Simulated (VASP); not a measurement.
VASP input:

POSCAR:
```
ZnF2
1
    3.1328900000     0.0000000000     0.0000000000
    0.0000000000     6.6509620000     0.0000000000
    0.0000000000     0.0000000000    15.9441000000
Zn F
4 8
Direct
  0.5000000000   0.4285710000   0.3957140000
  0.0000000000   0.9285710000   0.3957140000
  0.5000000000   0.9285710000   0.6042860000
  0.0000000000   0.4285710000   0.6042860000
  0.0000000000   0.4285710000   0.3135960000
  0.0000000000   0.4285710000   0.4778380000
  0.5000000000   0.7317110000   0.3957140000
  0.5000000000   0.1254310000   0.3957140000
  0.0000000000   0.9285710000   0.5221680000
  0.0000000000   0.9285710000   0.6864040000
  0.5000000000   0.2317110000   0.6042860000
  0.5000000000   0.6254310000   0.6042860000
```

**INCAR**
```
! general
SYSTEM   =  ZnF2
PREC     =  Accurate
ENCUT    =  400   ! plane-wave cut-off (eV)
LREAL    =  .False.
LASPH    =  .True.   ! aspherical one-centre terms

! electronic loop
EDIFF    =  1E-6   ! SCF stop (eV)
NELM     =  100
ALGO     =  Normal   ! blocked Davidson
LMAXMIX  =  4

! smearing
ISMEAR   =  -1
SIGMA    =  0.1

! functional
GGA      =  PS

! ions
ISIF     =  2   ! forces and stress, cell fixed

! output
LWAVE    =  .False.
LCHARG   =  .False.
```

KPOINTS:
```
K-points
0
Gamma
9 4 1
0 0 0
```

POTCAR, in this order: Zn F (PBE.64 set). Program: vasp_std.

Question: Translate this PBEsol calculation to Ansatz.

Answer: One equivalent input (not run):
Ansatz 0.2 input:
```yaml
crystal:
  lattice:
    - [3.1328900, 0.0000000, 0.0000000]
    - [0.0000000, 6.6509620, 0.0000000]
    - [0.0000000, 0.0000000, 15.9441000]
  atoms:
    - { symbol: Zn, position: [0.5000000, 0.4285710, 0.3957140] }
    - { symbol: Zn, position: [0.0000000, 0.9285710, 0.3957140] }
    - { symbol: Zn, position: [0.5000000, 0.9285710, 0.6042860] }
    - { symbol: Zn, position: [0.0000000, 0.4285710, 0.6042860] }
    - { symbol: F, position: [0.0000000, 0.4285710, 0.3135960] }
    - { symbol: F, position: [0.0000000, 0.4285710, 0.4778380] }
    - { symbol: F, position: [0.5000000, 0.7317110, 0.3957140] }
    - { symbol: F, position: [0.5000000, 0.1254310, 0.3957140] }
    - { symbol: F, position: [0.0000000, 0.9285710, 0.5221680] }
    - { symbol: F, position: [0.0000000, 0.9285710, 0.6864040] }
    - { symbol: F, position: [0.5000000, 0.2317110, 0.6042860] }
    - { symbol: F, position: [0.5000000, 0.6254310, 0.6042860] }
kpoints:
  mp_grid: { grid: [9, 4, 1] }
hamiltonian:
  xc: pbesol
  pseudopotentials: { kind: paw }
scf:
  occupations: { method: fermi_dirac, width: 0.1 }
  max_iter: 100
output: { forces: true, stress: true, eigenvalues: true }
```
The two are equivalent in intent, not identical: each code has its own PAW files, so the cut-off isn't converted (ENCUT is set for VASP's; basis.ecutwfc is left out, and Ansatz then takes the one that its files recommend); Ansatz stops its SCF on the density residual and VASP on the energy change (EDIFF).

The cell is a sheet with vacuum, built from a database entry that may be metastable or hypothetical.
